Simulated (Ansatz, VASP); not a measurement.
## Ru (Ruthenium) in two plane-wave programs

One calculation is typed for both programs; each brings its own data sets. How far apart do they land? The cell is taken from a series of runs on this material, whose earlier steps may have relaxed, scaled, displaced or heated it; both programs get it as it stands.

Method: plane waves, with VASP 6.6.1 beside it; zone-centre phonons at PBEsol, in Ansatz 0.2.0.

## 1. The structure

Symmetry: P6_3/mmc, No. 194, hexagonal system. Conventional cell: a = 2.706 Å, b = 2.706 Å, c = 4.282 Å, α = 90.00°, β = 90.00°, γ = 120.00°. Ru has 12 Ru at 2.65 to 2.71 Å nearest.

Coordinates:

```cif
data_structure
_symmetry_space_group_name_H-M 'P6_3/mmc'
_symmetry_Int_Tables_number 194
_cell_length_a 2.7058
_cell_length_b 2.7058
_cell_length_c 4.2819
_cell_angle_alpha 90.000
_cell_angle_beta 90.000
_cell_angle_gamma 120.000
_cell_volume 27.15
loop_
_atom_site_label
_atom_site_type_symbol
_atom_site_symmetry_multiplicity
_atom_site_Wyckoff_symbol
_atom_site_fract_x
_atom_site_fract_y
_atom_site_fract_z
_atom_site_occupancy
Ru1 Ru 2 c 0.33333 0.66667 0.25000 1
```

## 2. Ansatz: zone-centre phonons, PBEsol

Ansatz runs on its default PAW (the set named soft_2) files.

Second derivatives magnify differences that forces hide, and they need a tight electronic threshold.

input.yaml reads:

```yaml
crystal:
  lattice:
    - [2.7058, 0.0, 0.0]
    - [-1.3529, 2.3432915376, 0.0]
    - [0.0, 0.0, 4.2819]
  atoms:
    - { symbol: Ru, position: [0.3333333333, 0.6666666667, 0.25] }
    - { symbol: Ru, position: [0.6666666667, 0.3333333333, 0.75] }
kpoints:
  mp_grid: { grid: [21, 21, 12] }
hamiltonian:
  xc: pbesol
scf:
  occupations: { method: methfessel_paxton, width: 0.2 }
output:
  eigenvalues: true
phonons:
  method: dfpt
```

Command:

```sh
ansatz run input.yaml --threads 8 --pin off --max-ram 14336MiB --backend cpu --events-out ev --progress --plain --runs-dir out
```

Numbers of over 12 decimals in the logs are rounded to 6 here.

Output:

```text
zone centre: on kpoints.mp_grid the ground state, and the responses unless they are solved on pairs of k-points, stand on 847 of the mesh's 5292 k-points, reduced under 4 symmetry operations, with k and −k counted as one. Each operation leaves every solved displacement unchanged or reverses it
Engine: ansatz 0.2.0, x86_64-unknown-linux-gnu
Pseudopotentials: kind: paw
Pseudopotential: Ru, paw, valence charge 16, recommended cutoff 420 eV (normal), Ru.paw.azcp
Functional definition: PBEsol
  exchange = pbesol_x
  correlation = pbesol_c
Crystal: 2 atoms, lattice volume = 27.149 Å³
Basis set: ecut = 420 eV, 537 PW (Γ), exchange–correlation on 40×40×60 points (8 copies of the dense FFT grid, shifted against one another)
Bands: 20, of which v1, the nominal top of the filled ones, is band 16 counted from 1 (15 counted from 0)
Symmetry: 24 space group operations
k-points: 847 of 5292 (irreducible under 4 space group operations, time reversal used)
Non-local potential: Ru, projectors of the file, l = 0: 3, l = 1: 2, l = 2: 2, l = 3: 1
PAW form: soft (Blöchl's): semilocal exchange-correlation on the pseudo side does not see the compensation charge
PAW frozen core: Ru, regenerated for the run's functional, and the local potential with it (the file was generated under x = pbe(κ = 0.804, μ = 0.219515), c = pbe(β = 0.066725))
PAW one-centre angular grid: Ru, 590 points (default); XC on 64 Gauss nodes
Initial density: superposition of atomic densities (neutral atoms: chi_scale 0, normalization atom), corrected by the library's trained network
Initial wavefunctions: pseudopotential atomic-orbital guess
Functional: x = pbesol(κ = 0.804, μ = 0.123457), c = pbesol(β = 0.046)
SCF iter   1: F=—  HF=-11633.001194 eV  |F-HF|=—  |Δ(HF+E_count)|=         —  Δρ=1.07e-2  dr2=1.94e-2  ethr=1.77e-3  ⟨swp⟩=5.0  Hψ=150774  notcnv=0  defer=95
automatic band count: the SCF goes on with 24 bands, as 20 were too few: they end inside the smearing window of the response
preconditioner: auto → none  [metal: Δε(μ)=0.012 eV  Ē_g=11.515 eV  σ=0.200 eV  W_gap=0.05  n_scr=8 (ndim 8)  ℏωp=28.5 eV  f_vac=0.000  D(μ)=1.77/eV (n_scr^D=22)  sad-step TF]
SCF iter   2: F=—  HF=-11632.998077 eV  |F-HF|=—  |Δ(HF+E_count)|=   3.12e-3  S|Δr|=    0.00e0  Δρ=5.66e-3  dr2=5.21e-3  ethr=6.06e-5  ⟨swp⟩=2.1  Hψ=29735  notcnv=0  defer=101
SCF iter   3: F=—  HF=-11632.997072 eV  |F-HF|=—  |Δ(HF+E_count)|=   1.00e-3  S|Δr|=    0.00e0  Δρ=3.45e-4  dr2=1.30e-5  ethr=1.63e-5  ⟨swp⟩=2.1  Hψ=25266  notcnv=0  defer=101
SCF iter   4: F=—  HF=-11632.997083 eV  |F-HF|=—  |Δ(HF+E_count)|=   1.03e-5  S|Δr|=    0.00e0  Δρ=8.22e-5  dr2=1.13e-6  ethr=4.07e-8  ⟨swp⟩=2.0  Hψ=31887  notcnv=0  defer=101
SCF iter   5: F=—  HF=-11632.997082 eV  |F-HF|=—  |Δ(HF+E_count)|=   2.11e-7  S|Δr|=    0.00e0  Δρ=2.02e-5  dr2=5.06e-8  ethr=3.53e-9  ⟨swp⟩=2.1  Hψ=28978  notcnv=0  defer=101
SCF iter   6: F=—  HF=-11632.997082 eV  |F-HF|=—  |Δ(HF+E_count)|=   2.19e-8  S|Δr|=    0.00e0  Δρ=3.70e-6  dr2=1.46e-9  ethr=1.58e-10  ⟨swp⟩=2.2  Hψ=30340  notcnv=0  defer=101
SCF iter   7: F=-11632.997082 eV  HF=-11632.997082 eV  |F-HF|=1.82e-12  |Δ(HF+E_count)|=  2.98e-10  S|Δr|=    0.00e0  Δρ=3.30e-7  dr2=8.78e-12  ethr=1.00e-12  ⟨swp⟩=7.3  Hψ=115579  notcnv=0
SCF 1 converged in 7 iterations: F = -11632.997082 eV  dr2 = 8.78e-12
  greatest PAW one-centre occupation: 0.998 electrons in one spin orbital (limit 2), on the Ru atom at site 1 (counted from 0), in its partial waves of l = 0
DFPT response loops at Γ: preconditioner auto → Kerker (q_TF=auto, 2.804 Å⁻¹) (partly filled bands, converged f_vac=0.000); β = 1.00, the filter's whole step (`scf.mixing.beta` (0.50) is not read by the response loops under this deck's `scf.mixing.preconditioner`; to damp them name `kerker` or `kerker_dos`, under which they read `scf.mixing.beta`, and type it under 1.00, their step now; both keys bind the ground state too); Broyden in place of MSR1
SCF converged after 7 iterations
Stability not checked: this state was not tested for a lower state beside it, because cold or Methfessel-Paxton smearing, or corrected tetrahedra, fill the levels in a way that the test cannot read (fill_not_monotonic; see scf.lower_state_search)
Free energy (F): -11632.997082 eV
Harris-Foulkes:  -11632.997082 eV  (|F-HF|=1.82e-12)
Internal energy: -11632.995461 eV  (E = F + TS)
E sigma→0 (E₀):  -11632.996677 eV
Entropy (-TS):   -0.001621 eV (-0.811 meV/atom)
Fermi energy:    23.392336 eV
--- Per-component energies (eV) ---
  E_band       = -110.066245
  E_kinetic    = 1027.801100
  E_local      = -2515.600402  (includes V_loc(G=0)·N_el)
  E_nonlocal   = 689.179597
  E_hartree    = 805.263104
  E_xc         = -379.024938
  E_vxc        = -477.466167  (∫ρ·V_xc dr)
  E_paw        = -6798.664826  (= ΣΔE_a)
  E_vpaw       = -444.506250  (= ΣTr[D̂ρ^β])
  E_aug_tail   = -0.000419  (compensation charges beyond the density's cutoff)
  E_ewald      = -4462.455271
  E_core_change = 0.506592  (= ΣΔE_core)
  E_smearing   = -0.001621  (= −TS)
  E_closure    = -0.000000  (closes the sum)
  Σ components = -11632.997082   (vs F -11632.997082, Δ=0.00e0)
--- Band table (eV; the first three rows and the last of 847) ---
  k-point 0: bands = [... 12 lower, 20.9487, 21.4589, 21.4589, 21.9891, 21.9891, 24.5764, 24.5764, 24.6137, ... 4 higher]
  k-point 1: bands = [... 12 lower, 20.9091, 21.4117, 21.4117, 22.1011, 22.1011, 24.3464, 24.5820, 24.5820, ... 4 higher]
  k-point 2: bands = [... 12 lower, 20.7993, 21.2838, 21.2838, 22.3836, 22.3836, 23.6599, 24.5835, 24.5835, ... 4 higher]
  k-point 846: bands = [... 12 lower, 20.6189, 20.6189, 21.9408, 21.9408, 25.0851, 25.0851, 27.8907, 27.8907, ... 4 higher]
--- Phonons (Γ-DFPT): 2 representative perturbations + reference, on 847 of 5292 k-points (Σ response iterations 8) ---
  k mesh reduced under 4 symmetry operations, with k and −k counted as one. Each operation leaves every solved displacement unchanged or reverses it
  ASR residual: 2.495e-4 → 0.000e0 eV/Å²; symmetrization residual: 2.292e-13 eV/Å²
  ASR residual per site (eV/Å²): 2.49e-4 2.49e-4
  Γ frequencies (cm⁻¹): 0.00 0.00 0.00 200.22 200.22 251.86
  non-analytic LO–TO correction: not included (Born effective charges unavailable; polar crystals: no LO–TO splitting at Γ)
```

## 3. VASP: zone-centre phonons, PBEsol

The same cell, functional, mesh and smearing now go to VASP, with its own data sets.

Lines of VASP's logs that name or quote its potential files are left out, and so is its time.

INCAR reads:

```
SYSTEM = Ru
PREC = Accurate
ENCUT = 500
EDIFF = 1E-08
NELM = 120
ISMEAR = 1
SIGMA = 0.2
LREAL = .FALSE.
ALGO = Normal
GGA = PS
NBANDS = 20
LASPH = .TRUE.
LORBIT = 11
LWAVE = .FALSE.
LCHARG = .FALSE.
ISIF = 2
IBRION = 8
GGA_COMPAT = .FALSE.
KPAR = 2
```

POSCAR reads:

```
Ru
1.0
    2.7058000000      0.0000000000      0.0000000000
   -1.3529000000      2.3432915376      0.0000000000
    0.0000000000      0.0000000000      4.2819000000
Ru
2
Direct
    0.3333333334      0.6666666668      0.2500000000
    0.6666666668      0.3333333334      0.7500000000
```

KPOINTS reads:

```
Automatic mesh
0
Gamma
21 21 12
0 0 0
```

The projector-augmented-wave data sets are Ru_pv (PBE family, release 64).

Command:

```sh
mpirun -np 2 vasp_std
```

Output:

```text
[banner, memory and clock lines left out]
running    2 mpi-ranks, on    1 nodes
 distrk:  each k-point on    1 cores,    2 groups
 distr:  one band on    1 cores,    1 groups

 POSCAR found type information on POSCAR Ru
 POSCAR found :  1 types and       2 ions
|                                                                             |
|               ----> ADVICE to this user running VASP <----                  |
|                                                                             |
|     You enforced a specific xc type in the INCAR file but a different       |
|     [... a line on the potential file left out ...]
|     I HOPE YOU KNOW WHAT YOU ARE DOING!                                     |
|                                                                             |

 LDA part: xc-table for (Slater+PW92), standard interpolation
 POSCAR, INCAR and KPOINTS ok, starting setup
 FFT: planning ... GRIDC
 FFT: planning ... GRID_SOFT
 FFT: planning ... GRID
 WAVECAR not read
 entering main loop
       N       E                     dE             d eps       ncg     rms          rms(c)
DAV:   1     0.279246763031E+03    0.27925E+03   -0.17328E+04 13464   0.151E+03
DAV:   2    -0.161081710233E+02   -0.29535E+03   -0.28732E+03 13812   0.454E+02
DAV:   3    -0.219035126931E+02   -0.57953E+01   -0.57508E+01 15380   0.709E+01
DAV:   4    -0.219486590783E+02   -0.45146E-01   -0.45102E-01 17488   0.589E+00
DAV:   5    -0.219492981740E+02   -0.63910E-03   -0.63752E-03 15056   0.608E-01    0.193E+01
DAV:   6    -0.204269782013E+02    0.15223E+01   -0.35634E+00 15688   0.189E+01    0.478E+00
DAV:   7    -0.203402878437E+02    0.86690E-01   -0.57230E-01 15492   0.552E+00    0.943E-01
DAV:   8    -0.203324903617E+02    0.77975E-02   -0.25119E-02 15008   0.115E+00    0.402E-01
DAV:   9    -0.203307869229E+02    0.17034E-02   -0.28595E-03 15392   0.603E-01    0.473E-02
DAV:  10    -0.203307694564E+02    0.17467E-04   -0.18481E-04 15112   0.138E-01    0.225E-02
DAV:  11    -0.203307723165E+02   -0.28601E-05   -0.38475E-06 15920   0.183E-02    0.172E-03
DAV:  12    -0.203307722197E+02    0.96829E-07   -0.27710E-07 14996   0.483E-03    0.122E-03
DAV:  13    -0.203307722280E+02   -0.83778E-08   -0.68355E-09 10148   0.885E-04
   1 F= -.20330772E+02 E0= -.20330231E+02  d E =-.162241E-02
 Linear response reoptimize wavefunctions to high precision
DAV:   1    -0.203307722385E+02   -0.10443E-07   -0.54633E-10  9792   0.228E-04
DAV:   2    -0.203307722385E+02    0.27285E-11   -0.39657E-11  8992   0.588E-05
 Linear response DOF=           2
 Linear response progress:
  Degree of freedom:   1/  2
       N       E                     dE             d eps       ncg     rms          rms(c)
RMM:   1    -0.517282951959E+00   -0.51728E+00    0.29181E+00 62411   0.595E+01
RMM:   2    -0.618005697294E+00   -0.10072E+00   -0.11548E-01 85707   0.288E+00    0.149E-01
RMM:   3    -0.616636993263E+00    0.13687E-02   -0.35587E-03100032   0.495E-01    0.674E-02
RMM:   4    -0.615225060437E+00    0.14119E-02   -0.50100E-04 99810   0.179E-01    0.255E-02
RMM:   5    -0.615041343871E+00    0.18372E-03   -0.40783E-05117395   0.460E-02    0.137E-02
RMM:   6    -0.614981187782E+00    0.60156E-04   -0.52835E-05103244   0.166E-02    0.925E-03
RMM:   7    -0.614921025130E+00    0.60163E-04   -0.44704E-05102206   0.910E-03    0.732E-04
RMM:   8    -0.614937658107E+00   -0.16633E-04   -0.26992E-05128997   0.312E-03    0.313E-04
RMM:   9    -0.614944871155E+00   -0.72130E-05   -0.16346E-05125755   0.114E-03    0.939E-05
RMM:  10    -0.614946345674E+00   -0.14745E-05   -0.89673E-06130221   0.681E-04    0.209E-05
RMM:  11    -0.614946579226E+00   -0.23355E-06   -0.51798E-06128508   0.475E-04    0.905E-06
RMM:  12    -0.614946579819E+00   -0.59352E-09   -0.29981E-06132426   0.376E-04    0.397E-06
RMM:  13    -0.614946488036E+00    0.91783E-07   -0.18873E-06138187   0.320E-04    0.220E-06
RMM:  14    -0.614946577478E+00   -0.89442E-07   -0.12741E-06129756   0.292E-04    0.809E-07
RMM:  15    -0.614946568814E+00    0.86642E-08   -0.92423E-07130725   0.273E-04    0.108E-06
RMM:  16    -0.614946584757E+00   -0.15943E-07   -0.59318E-07132759   0.262E-04    0.383E-07
RMM:  17    -0.614946604743E+00   -0.19986E-07   -0.48472E-07135265   0.256E-04    0.306E-07
RMM:  18    -0.614946585864E+00    0.18879E-07   -0.32582E-07128447   0.252E-04    0.749E-07
RMM:  19    -0.614946592790E+00   -0.69260E-08   -0.27020E-07115740   0.249E-04    0.610E-07
RMM:  20    -0.614946594587E+00   -0.17965E-08   -0.20807E-07116229   0.248E-04    0.590E-07
RMM:  21    -0.614946594175E+00    0.41186E-09   -0.17361E-07113859   0.247E-04    0.691E-07
 first order change of Fermi-energy   0.43565E-06
 force on displaced ion       1 direction 1 :  -7.468   0.000   0.000
 Linear response progress:
  Degree of freedom:   2/  2
       N       E                     dE             d eps       ncg     rms          rms(c)
RMM:   1    -0.630780727872E+00   -0.63078E+00    0.34033E+00 21114   0.603E+01
RMM:   2    -0.743514361778E+00   -0.11273E+00   -0.12916E-01 29154   0.300E+00    0.148E-01
RMM:   3    -0.743356179979E+00    0.15818E-03   -0.22700E-03 34148   0.465E-01    0.746E-02
RMM:   4    -0.742574508643E+00    0.78167E-03   -0.40589E-04 33366   0.173E-01    0.274E-02
RMM:   5    -0.742504279416E+00    0.70229E-04   -0.11222E-04 38467   0.575E-02    0.225E-02
RMM:   6    -0.742399966690E+00    0.10431E-03   -0.30455E-05 34566   0.215E-02    0.102E-02
RMM:   7    -0.742316233782E+00    0.83733E-04   -0.71880E-05 36253   0.102E-02    0.200E-03
RMM:   8    -0.742303879955E+00    0.12354E-04   -0.27064E-05 39013   0.356E-03    0.679E-04
RMM:   9    -0.742306494071E+00   -0.26141E-05   -0.19875E-05 39173   0.148E-03    0.123E-04
RMM:  10    -0.742307305441E+00   -0.81137E-06   -0.14361E-05 40217   0.805E-04    0.284E-05
RMM:  11    -0.742307765146E+00   -0.45970E-06   -0.13370E-05 42561   0.535E-04    0.112E-05
RMM:  12    -0.742307506317E+00    0.25883E-06   -0.89495E-06 42611   0.425E-04    0.394E-06
RMM:  13    -0.742307065017E+00    0.44130E-06   -0.47691E-06 45594   0.360E-04    0.218E-06
RMM:  14    -0.742306919040E+00    0.14598E-06   -0.29801E-06 43514   0.329E-04    0.918E-07
[...]
RMM:  21    -0.742306655156E+00    0.37572E-08    0.15873E-07 36948   0.278E-04    0.800E-07
RMM:  22    -0.742306654376E+00    0.78065E-09    0.17621E-07 39848   0.277E-04    0.683E-07
RMM:  23    -0.742306660632E+00   -0.62563E-08    0.21310E-07 44909   0.277E-04    0.131E-07
RMM:  24    -0.742306654929E+00    0.57026E-08    0.28233E-07 39106   0.276E-04    0.109E-07
RMM:  25    -0.742306655279E+00   -0.35017E-09    0.28057E-07 37343   0.276E-04    0.142E-07
RMM:  26    -0.742306649651E+00    0.56284E-08    0.31649E-07 37148   0.276E-04    0.193E-07
RMM:  27    -0.742306649334E+00    0.31736E-09    0.34700E-07 36980   0.276E-04    0.125E-07
RMM:  28    -0.742306648367E+00    0.96683E-09    0.36584E-07 38437   0.276E-04    0.662E-08
 first order change of Fermi-energy   0.85324E-04
 force on displaced ion       1 direction 3 :   0.000   0.000 -11.884
 Linear response finished
```

[end of part 1 of 2]

[Lines on the potential files, build, host, timing and source positions are cut from VASP's logs without a mark.]

[Logs are printed without paths, hosts, clocks, repeated set-up lines and the standing remarks that a program may print on its own settings, such as how far it seeks lower states.]

[Hosts, paths, dates, database ids (printed as entryN), source tags and the programs' standing remarks are cut or masked in the printed files.]
